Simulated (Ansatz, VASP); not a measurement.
**Cross-check of TiNb3C4 (random rock-salt alloy of NbC and TiC) between VASP and Ansatz**

One calculation is typed for both programs; each brings its own data sets. How far apart do they land? The structure shown is the start of the Ansatz relaxation below; VASP solves that cell, so the two are compared at the walk's first step.

Calculated with Ansatz 0.2.0; plane waves, with VASP 6.6.1 beside it; single point at LDA.

## Step 1: Starting point

The cell holds 64 atoms: 24 Nb, 32 C and 8 Ti. Its edges and angles: a = 8.869 Å, b = 8.869 Å, c = 8.869 Å, α = 90.0°, β = 90.0°, γ = 90.0°. It derives from NbC (rock-salt), repeated 2×2×2. Rock-salt NbC, 2 x 2 x 2 conventional cells, 8 of 32 Nb sites given to Ti at random (x = 0.250), lattice by Vegard's rule (a = 4.434 A); (so at first; earlier steps may have moved the atoms), displaced by a Gaussian of 0.02 A.

## Step 2: Ansatz: relaxation, LDA

Ansatz runs on its PAW soft_1 files.

The two programs are compared at the cell with which this relaxation starts, whose forces are those of its first step.

The input, input.yaml:

```yaml
crystal:
  lattice:
    - [8.869, 0.0, 0.0]
    - [0.0, 8.869, 0.0]
    - [0.0, 0.0, 8.869]
  atoms:
    - { symbol: Nb, position: [0.00198, 0.99925, 0.00135] }
    - { symbol: C, position: [0.2523, 0.00283, 0.999] }
    - { symbol: Nb, position: [0.99948, 0.25151, 0.2509] }
    - { symbol: C, position: [0.25246, 0.25115, 0.253] }
    - { symbol: Nb, position: [0.24845, 0.00359, 0.24898] }
    - { symbol: C, position: [0.00266, 0.00275, 0.24678] }
    - { symbol: Nb, position: [0.24732, 0.25408, 0.99804] }
    - { symbol: C, position: [0.00019, 0.25345, 0.99863] }
    - { symbol: Nb, position: [0.99906, 0.99993, 0.49986] }
    - { symbol: C, position: [0.25242, 0.00217, 0.49773] }
    - { symbol: Nb, position: [0.99944, 0.25379, 0.75141] }
    - { symbol: C, position: [0.25123, 0.25202, 0.75188] }
    - { symbol: Nb, position: [0.25188, 0.9971, 0.75044] }
    - { symbol: C, position: [0.99955, 0.00442, 0.7492] }
    - { symbol: Nb, position: [0.25131, 0.25076, 0.49709] }
    - { symbol: C, position: [0.99953, 0.24405, 0.49992] }
    - { symbol: Nb, position: [0.00307, 0.50025, 0.99635] }
    - { symbol: C, position: [0.25132, 0.49901, 0.99667] }
    - { symbol: Nb, position: [0.99525, 0.75289, 0.24905] }
    - { symbol: C, position: [0.24918, 0.74922, 0.25142] }
    - { symbol: Nb, position: [0.25228, 0.50181, 0.24901] }
    - { symbol: C, position: [0.00187, 0.50385, 0.25168] }
    - { symbol: Nb, position: [0.25088, 0.75171, 0.99921] }
    - { symbol: C, position: [0.002, 0.74946, 0.99929] }
    - { symbol: Nb, position: [0.00415, 0.49871, 0.50005] }
    - { symbol: C, position: [0.24572, 0.49909, 0.499] }
    - { symbol: Ti, position: [0.00392, 0.75316, 0.74731] }
    - { symbol: C, position: [0.24863, 0.75022, 0.74831] }
    - { symbol: Nb, position: [0.24832, 0.50049, 0.74831] }
    - { symbol: C, position: [0.00461, 0.50143, 0.74446] }
    - { symbol: Nb, position: [0.25009, 0.75053, 0.50082] }
    - { symbol: C, position: [0.99636, 0.75155, 0.50041] }
    - { symbol: Nb, position: [0.50317, 0.99721, 0.9997] }
    - { symbol: C, position: [0.7508, 0.99705, 0.99744] }
    - { symbol: Ti, position: [0.50091, 0.2454, 0.2496] }
    - { symbol: C, position: [0.74712, 0.24814, 0.25008] }
    - { symbol: Nb, position: [0.74715, 0.00106, 0.24907] }
    - { symbol: C, position: [0.49753, 0.00293, 0.24783] }
    - { symbol: Nb, position: [0.75157, 0.24957, 0.99909] }
    - { symbol: C, position: [0.49923, 0.24516, 0.00159] }
    - { symbol: Ti, position: [0.4997, 0.00136, 0.49723] }
    - { symbol: C, position: [0.74892, 0.00269, 0.50029] }
    - { symbol: Nb, position: [0.49857, 0.25025, 0.74978] }
    - { symbol: C, position: [0.74455, 0.25145, 0.75067] }
    - { symbol: Nb, position: [0.75159, 0.00069, 0.74797] }
    - { symbol: C, position: [0.50091, 0.99731, 0.75153] }
    - { symbol: Ti, position: [0.74943, 0.24701, 0.50073] }
    - { symbol: C, position: [0.49981, 0.25284, 0.49833] }
    - { symbol: Nb, position: [0.50256, 0.50026, 0.00276] }
    - { symbol: C, position: [0.74799, 0.50167, 0.00037] }
    - { symbol: Ti, position: [0.50014, 0.74809, 0.2502] }
    - { symbol: C, position: [0.75039, 0.75163, 0.25294] }
    - { symbol: Nb, position: [0.75193, 0.49919, 0.25096] }
    - { symbol: C, position: [0.50391, 0.49549, 0.24802] }
    - { symbol: Ti, position: [0.75154, 0.74902, 0.0025] }
    - { symbol: C, position: [0.49747, 0.74642, 0.0022] }
    - { symbol: Nb, position: [0.49883, 0.50006, 0.49944] }
    - { symbol: C, position: [0.74935, 0.50038, 0.50419] }
    - { symbol: Ti, position: [0.49671, 0.74877, 0.75087] }
    - { symbol: C, position: [0.75344, 0.74983, 0.75155] }
    - { symbol: Ti, position: [0.75097, 0.49884, 0.75093] }
    - { symbol: C, position: [0.50068, 0.50038, 0.749] }
    - { symbol: Nb, position: [0.74997, 0.75791, 0.49975] }
    - { symbol: C, position: [0.50022, 0.74924, 0.50378] }
kpoints:
  mp_grid: { grid: [2, 2, 2] }
hamiltonian:
  xc: lda
  pseudopotentials: { kind: paw, azcp: { folder: soft_1 }, xc_functional: pbe }
scf:
  occupations: { method: fermi_dirac, width: 0.025 }
output:
  forces: true
relax:
  f_tol: 0.05
  max_steps: 150
  cell: {}
```

Started as:

```bash
ansatz run input.yaml --threads 4 --pin off --max-ram 15872MiB --backend cpu --events-out ev --progress --plain --runs-dir out
```

Numbers of over 12 decimals in the logs are rounded to 6 here.

The log of the run:

```text
Engine: ansatz 0.2.0, x86_64-unknown-linux-gnu
Pseudopotentials: kind: paw
Pseudopotential: Nb, paw, valence charge 13, recommended cutoff 420 eV (normal), soft_1/Nb.paw.azcp
Pseudopotential: C, paw, valence charge 4, recommended cutoff 420 eV (normal), soft_1/C.paw.azcp
Pseudopotential: Ti, paw, valence charge 12, recommended cutoff 420 eV (normal), soft_1/Ti.paw.azcp
Functional definition: SPW92
  exchange = slater_x
  correlation = pw_c
Crystal: 64 atoms, lattice volume = 697.628 Å³
Basis set: ecut = 420 eV, 13613 PW (Γ)
Bands: 332, of which v1, the nominal top of the filled ones, is band 268 counted from 1 (267 counted from 0)
Symmetry: 1 space group operations
Space group: P1 (ITA 1), of the structure as read, at distance tolerance 8.9e-5 Å
k-points: 8
Non-local potential: Nb, projectors of the file, l = 0: 3, l = 1: 2, l = 2: 2, l = 3: 1
Non-local potential: C, projectors of the file, l = 0: 2, l = 1: 2, l = 2: 1
Non-local potential: Ti, projectors of the file, l = 0: 3, l = 1: 2, l = 2: 3, l = 3: 1
PAW form: soft (Blöchl's): semilocal exchange-correlation on the pseudo side does not see the compensation charge
PAW frozen core: Nb, regenerated for the run's functional, and the local potential with it (the file was generated under x = pbe(κ = 0.804, μ = 0.219515), c = pbe(β = 0.066725))
PAW frozen core: C, regenerated for the run's functional, and the local potential with it (the file was generated under x = pbe(κ = 0.804, μ = 0.219515), c = pbe(β = 0.066725))
PAW frozen core: Ti, regenerated for the run's functional, and the local potential with it (the file was generated under x = pbe(κ = 0.804, μ = 0.219515), c = pbe(β = 0.066725))
PAW one-centre angular grid: Nb, 590 points (default); XC on 64 Gauss nodes
PAW one-centre angular grid: C, 110 points (default); XC on 64 Gauss nodes
PAW one-centre angular grid: Ti, 590 points (default); XC on 64 Gauss nodes
Initial density: superposition of atomic densities (chi_scale 0.1, normalization cell, long waves kept (reshape's long-wave potential 0.02 eV rms))
Initial wavefunctions: pseudopotential atomic-orbital guess
Functional: x = slater, c = lda
SCF iter   1: F=—  HF=-134112.893381 eV  |F-HF|=—  |Δ(HF+E_count)|=         —  Δρ=1.60e-1  dr2=2.95e2  ethr=3.10e-3  ⟨swp⟩=4.2  Hψ=8100  notcnv=0  defer=215
preconditioner: auto → Kerker (q_TF=auto, 2.611 Å⁻¹)  [metal: Δε(μ)=0.028 eV  Ē_g=8.251 eV  σ=0.025 eV  W_gap=0.27  n_scr=202 (ndim 8)  ℏωp=23.5 eV  f_vac=0.000  D(μ)=30.87/eV (n_scr^D=250)]
SCF iter   2: F=—  HF=-134056.312565 eV  |F-HF|=—  |Δ(HF+E_count)|=    5.66e1  Δρ=6.87e-2  dr2=6.08e1  ethr=3.10e-3  ⟨swp⟩=2.8  Hψ=4833  notcnv=0  defer=401
SCF iter   3: F=—  HF=-134044.247692 eV  |F-HF|=—  |Δ(HF+E_count)|=    1.21e1  Δρ=1.68e-2  dr2=2.35e0  ethr=3.10e-3  ⟨swp⟩=4.0  Hψ=5108  notcnv=0  defer=405
SCF iter   4: F=—  HF=-134044.058995 eV  |F-HF|=—  |Δ(HF+E_count)|=   1.89e-1  Δρ=5.52e-3  dr2=4.62e-1  ethr=4.39e-4  ⟨swp⟩=3.8  Hψ=3822  notcnv=0  defer=395
SCF iter   5: F=—  HF=-134043.979508 eV  |F-HF|=—  |Δ(HF+E_count)|=   7.95e-2  Δρ=7.21e-4  dr2=9.26e-3  ethr=8.62e-5  ⟨swp⟩=2.6  Hψ=3429  notcnv=0  defer=395
SCF iter   6: F=—  HF=-134043.978611 eV  |F-HF|=—  |Δ(HF+E_count)|=   8.97e-4  Δρ=2.62e-4  dr2=8.55e-4  ethr=1.73e-6  ⟨swp⟩=2.9  Hψ=3624  notcnv=0  defer=393
SCF iter   7: F=—  HF=-134043.978441 eV  |F-HF|=—  |Δ(HF+E_count)|=   1.70e-4  Δρ=1.02e-4  dr2=1.15e-4  ethr=1.59e-7  ⟨swp⟩=2.0  Hψ=3040  notcnv=0  defer=393
SCF iter   8: F=—  HF=-134043.978420 eV  |F-HF|=—  |Δ(HF+E_count)|=   2.12e-5  Δρ=1.18e-5  dr2=1.33e-6  ethr=2.15e-8  ⟨swp⟩=2.0  Hψ=3315  notcnv=0  defer=393
SCF iter   9: F=—  HF=-134043.977743 eV  |F-HF|=—  |Δ(HF+E_count)|=   6.77e-4  Δρ=3.70e-6  dr2=1.31e-7  ethr=1.87e-11  ⟨swp⟩=4.1  Hψ=8144  notcnv=0
SCF iter  10: F=-134043.977743 eV  HF=-134043.977743 eV  |F-HF|=4.80e-9  |Δ(HF+E_count)|=   2.64e-8  Δρ=7.26e-7  dr2=6.36e-9  ethr=1.87e-11  ⟨swp⟩=3.0  Hψ=6740  notcnv=0
SCF 1 converged in 10 iterations: F = -134043.977743 eV  dr2 = 6.36e-9
  greatest PAW one-centre occupation: 0.998 electrons in one spin orbital (limit 2), on the Ti atom at site 40 (counted from 0), in its partial waves of l = 0
relax step   1: F+E_penalty+E_count = -134043.97774299 eV  Δ(F+E_penalty+E_count) = +0.000e0 eV  max|allowed force component| = 9.791e-1 eV/Å  Δτ_max = 0.0000 Å  P = -8.014 GPa  Ω = 697.628 Å³  (10 SCF iters, dr2 threshold 1.00e-7 eV, accepted)
Crystal: 64 atoms, lattice volume = 670.600 Å³
Basis set: ecut = 420 eV, 13163 PW (Γ)
Initial density: handed on by an earlier stage of this run
Initial wavefunctions: those handed on with the density
iter 1 solved again at ethr=3.43e-4 eV; its pass at ethr=3.10e-3 eV (dr2=1.84e0 eV) is discarded
SCF iter   1: F=—  HF=-134045.329974 eV  |F-HF|=—  |Δ(HF+E_count)|=         —  Δρ=1.33e-2  dr2=1.88e0  ethr=3.43e-4  ⟨swp⟩=7.4  Hψ=12638  notcnv=0  defer=9
[...]
atom  12  C     -0.00775720     0.00781235     0.00795708
  atom  13  Nb     0.00524826     0.00443248    -0.00861277
  atom  14  C      0.01104371     0.01350861     0.00689389
  atom  15  Nb     0.01526075    -0.02270446     0.00412693
  atom  16  C      0.01135335     0.01500821     0.00412946
  atom  17  Nb     0.01095742    -0.00206865     0.01736196
  atom  18  C      0.00242466    -0.00516019     0.00465122
  atom  19  Nb     0.00869229     0.00908756    -0.00276244
  atom  20  C      0.00204723    -0.00835733    -0.01240691
  atom  21  Nb     0.00406984     0.00334663     0.00486605
  atom  22  C      0.00355249    -0.00756134    -0.00194926
  atom  23  Nb    -0.00157736    -0.00819986     0.00557876
  atom  24  C      0.00049278     0.00098415    -0.00138224
  atom  25  Nb    -0.01561803     0.01997907    -0.00722436
  atom  26  C     -0.00304755    -0.00878896    -0.00142175
  atom  27  Ti    -0.00303106     0.00906492    -0.00364835
  atom  28  C     -0.00608026    -0.00508123     0.01367095
  atom  29  Nb     0.01324041     0.00578508    -0.00075813
  atom  30  C      0.00342032    -0.01978242     0.00243238
  atom  31  Nb    -0.00217010     0.02359584    -0.01372296
  atom  32  C      0.00154404    -0.00997929     0.00458534
  atom  33  Nb     0.00087779    -0.00023157     0.00011630
  atom  34  C     -0.00459962    -0.00568304     0.00089713
  atom  35  Ti     0.00932350     0.00192922     0.00003073
[...]
atom  57  Nb     0.01552125    -0.00134468     0.00378092
  atom  58  C      0.00685910    -0.00265373     0.00229873
  atom  59  Ti     0.00241491     0.02142302     0.00462701
  atom  60  C     -0.00301188    -0.00891493     0.00061190
  atom  61  Ti    -0.00899856     0.00079423     0.00473668
  atom  62  C     -0.00465673    -0.00326659     0.00748359
  atom  63  Nb     0.00051038     0.00226389     0.00225648
  atom  64  C      0.00596154    -0.00925312    -0.00492180
  max |Σ_I F_I| component: 8.83e-6 eV/Å
--- Stress (GPa, compression-positive) ---
       -0.017526       0.005319      -0.004731
        0.005319      -0.033243       0.004663
       -0.004731       0.004663       0.002598
  P = ⅓ Tr σ = -0.0161 GPa (-0.161 kbar)
--- Relaxed structure (23 steps of the walk, 19 accepted, 2 SCFs on fresh bases) ---
  F+E_penalty+E_count = -134045.29609350 eV   max|allowed force component| = 3.760e-2 eV/Å   (the final SCF, on the basis selected at the relaxed cell)
  cell:  # Å, volume = 678.0418 Å³
    - [8.785565, -0.00118225, 0.00423315]
    - [-0.00118225, 8.779913, 0.00175524]
    - [0.00423315, 0.00175524, 8.790157]
  atoms:
    - { symbol: Nb, position: [-0.00055864, 1.004808, -0.00473197] }
    - { symbol: C, position: [0.251945, -0.000870135, 1.000639] }
    - { symbol: Nb, position: [1.001055, 0.250762, 0.247570] }
    - { symbol: C, position: [0.256977, 0.249655, 0.249584] }
    - { symbol: Nb, position: [0.252445, 0.002966, 0.254502] }
    - { symbol: C, position: [0.000206411, -0.00202142, 0.250171] }
    - { symbol: Nb, position: [0.245038, 0.250425, 1.004379] }
    - { symbol: C, position: [-3.9395905822343685e-5, 0.250794, 1.000158] }
    - { symbol: Nb, position: [1.001452, 1.005098, 0.504055] }
    - { symbol: C, position: [0.254582, 0.000160867, 0.499320] }
    - { symbol: Nb, position: [1.000582, 0.250483, 0.752150] }
    - { symbol: C, position: [0.252885, 0.249966, 0.750759] }
    - { symbol: Nb, position: [0.248120, 0.997288, 0.745731] }
    - { symbol: C, position: [0.999799, -0.00613733, 0.749623] }
    - { symbol: Nb, position: [0.250151, 0.253049, 0.496154] }
    - { symbol: C, position: [0.994146, 0.249717, 0.499188] }
    - { symbol: Nb, position: [-0.00149512, 0.496453, 0.995702] }
    - { symbol: C, position: [0.251126, 0.501666, 1.000117] }
    - { symbol: Nb, position: [1.000574, 0.750382, 0.250332] }
    - { symbol: C, position: [0.253019, 0.751081, 0.248088] }
    - { symbol: Nb, position: [0.251238, 0.497648, 0.254096] }
    - { symbol: C, position: [-0.00147935, 0.502544, 0.249563] }
    - { symbol: Nb, position: [0.251058, 0.750004, 0.994055] }
    - { symbol: C, position: [-0.00246, 0.749983, 0.998163] }
    - { symbol: Nb, position: [0.00561802, 0.496599, 0.503715] }
    - { symbol: C, position: [0.250648, 0.500867, 0.499329] }
    - { symbol: Ti, position: [-0.00187385, 0.749680, 0.749296] }
    - { symbol: C, position: [0.250888, 0.750808, 0.751187] }
    - { symbol: Nb, position: [0.248912, 0.502770, 0.745993] }
    - { symbol: C, position: [-0.00450524, 0.505300, 0.750155] }
    - { symbol: Nb, position: [0.251727, 0.747847, 0.504245] }
    - { symbol: C, position: [0.997654, 0.751100, 0.501749] }
    - { symbol: Nb, position: [0.501113, 0.998461, 1.000115] }
    - { symbol: C, position: [0.748622, 0.996102, 1.000357] }
    - { symbol: Ti, position: [0.500772, 0.250808, 0.252206] }
    - { symbol: C, position: [0.745703, 0.250644, 0.253030] }
    - { symbol: Nb, position: [0.747954, 0.000306136, 0.250129] }
    - { symbol: C, position: [0.500696, 0.000693664, 0.251857] }
    - { symbol: Nb, position: [0.755508, 0.250399, 0.998634] }
    - { symbol: C, position: [0.501174, 0.249810, 0.00201107] }
    - { symbol: Ti, position: [0.499518, 0.00048103, 0.499652] }
    - { symbol: C, position: [0.747110, 0.00251172, 0.499395] }
    - { symbol: Nb, position: [0.500025, 0.251063, 0.747135] }
    - { symbol: C, position: [0.748218, 0.253775, 0.746045] }
    - { symbol: Nb, position: [0.752181, -3.0125182352384644e-5, 0.749542] }
    - { symbol: C, position: [0.500771, 0.998137, 0.747347] }
    - { symbol: Ti, position: [0.749077, 0.250677, 0.500540] }
    - { symbol: C, position: [0.504176, 0.246746, 0.497445] }
    - { symbol: Nb, position: [0.502419, 0.502110, -0.00153397] }
    - { symbol: C, position: [0.749438, 0.504077, -0.00276645] }
    - { symbol: Ti, position: [0.499326, 0.749849, 0.251047] }
    - { symbol: C, position: [0.747330, 0.750247, 0.247648] }
    - { symbol: Nb, position: [0.748691, 0.500012, 0.250419] }
    - { symbol: C, position: [0.501302, 0.500819, 0.248453] }
    - { symbol: Ti, position: [0.749255, 0.750049, -0.00265934] }
    - { symbol: C, position: [0.502706, 0.750601, 0.000354404] }
    - { symbol: Nb, position: [0.494959, 0.500463, 0.500835] }
    - { symbol: C, position: [0.749995, 0.498218, 0.501866] }
    - { symbol: Ti, position: [0.501811, 0.749550, 0.748434] }
    - { symbol: C, position: [0.750352, 0.748193, 0.751937] }
    - { symbol: Ti, position: [0.751171, 0.500869, 0.749183] }
    - { symbol: C, position: [0.503920, 0.502898, 0.750231] }
    - { symbol: Nb, position: [0.747900, 0.750125, 0.502130] }
    - { symbol: C, position: [0.501341, 0.753990, 0.499894] }
```

In the SCF lines HF is the Harris–Foulkes energy and dr2 the Hartree energy of the density residual, in eV; the loop may stop once dr2 is under the threshold and the program's other checks hold. Hψ counts applications of the Hamiltonian.

[end of part 1 of 2]

[Lines on the potential files, build, host, timing and source positions are cut from VASP's logs without a mark.]

[Logs are printed without paths, hosts, clocks, repeated set-up lines and the standing remarks that a program may print on its own settings, such as how far it seeks lower states.]

[Hosts, paths, dates, database ids (printed as entryN), source tags and the programs' standing remarks are cut or masked in the printed files.]
